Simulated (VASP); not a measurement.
Elastic constants (GPa) of a crystal from LDA (Ceperley-Alder, Perdew-Zunger), VASP's LDA PAW potentials (set 64) (VASP):

```json
[
 {"": "xx", "xx": "126.4", "yy": "60.1", "zz": "64.1", "yz": "-1.1", "xz": "0.0", "xy": "0.0"},
 {"": "yy", "xx": "60.1", "yy": "126.4", "zz": "64.1", "yz": "1.1", "xz": "0.0", "xy": "0.0"},
 {"": "zz", "xx": "64.1", "yy": "64.1", "zz": "137.9", "yz": "0.0", "xz": "0.0", "xy": "0.0"},
 {"": "yz", "xx": "-1.1", "yy": "1.1", "zz": "0.0", "yz": "23.2", "xz": "0.0", "xy": "0.0"},
 {"": "xz", "xx": "0.0", "yy": "0.0", "zz": "0.0", "yz": "0.0", "xz": "23.2", "xy": "-1.1"},
 {"": "xy", "xx": "0.0", "yy": "0.0", "zz": "0.0", "yz": "0.0", "xz": "-1.1", "xy": "33.1"}
]
```

Question: Work out the Voigt, Reuss and Hill moduli, Young's modulus and Poisson's ratio.

Answer: All eigenvalues are positive (smallest 23.1 GPa), so the crystal is stable. K_V = (C11+C22+C33+2(C12+C13+C23))/9 = (390.7 + 2×188.3)/9 = 85.3 GPa; G_V = (390.7 − 188.3 + 3×79.5)/15 = 29.4 GPa. From the compliances, K_R = 85.0 GPa and G_R = 28.4 GPa. Hill: K = 85.1 GPa, G = 28.9 GPa, E = 9KG/(3K+G) = 77.9 GPa, ν = (3K−2G)/(2(3K+G)) = 0.348. K/G = 2.95, above Pugh's 1.75; universal anisotropy A^U = 0.18.

Question: With a density of 6.42 g/cm³, what are the mean sound speeds?

Answer: v_l = √((K+4G/3)/ρ) = 4.39 km/s and v_t = √(G/ρ) = 2.12 km/s. The crystal is ScAgSe2 (space group P-3m1), trigonal.

The structure comes from a computed database's ScAgSe2 entry (P-3m1); how it stands against other phases isn't given here. It was relaxed first, which changed the volume by -8 %.
